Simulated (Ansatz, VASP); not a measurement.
## HfMoC2: VASP beside Ansatz

```
Hf Mo C
1.0
     3.17000    0.00000    0.00000
     0.00000    3.17000    0.00000
     0.00000    0.00000    4.45506
Hf Mo C
1 1 2
Direct
  0.00000 0.00000 0.00000
  0.50000 0.50000 0.50000
  0.50000 0.50000 0.00000
  0.00000 0.00000 0.50000
```

Change from the starting cell: volume scaled by 0.98.

Alike in both runs: task single point; functional PBE; k mesh 8 × 8 × 6; occupations fermi-dirac, width 0.05 eV; no spin polarisation.

```csv
,VASP,Ansatz
version,VASP 6.6.1,Ansatz 0.2.0
potentials or method,"VASP PAW PBE potentials, release 64 (Hf_pv, Mo_sv, C)",Ansatz PAW
plane-wave cutoff (eV),520,420
valence electrons in the cell,32,48
```

```csv
,VASP,Ansatz,Ansatz less VASP
gap on the k mesh at the Fermi level (eV),none,none,-
pressure (GPa),4.4,4.5,+0.04
largest component of the traceless stress (GPa),2.91,2.93,+0.020
```

A gap of «none» marks a metal or a gap that the smearing closes. The two sets of potentials don't hold the same shells in valence.

The runs have no spin-orbit coupling, so splittings on Hf are missing.
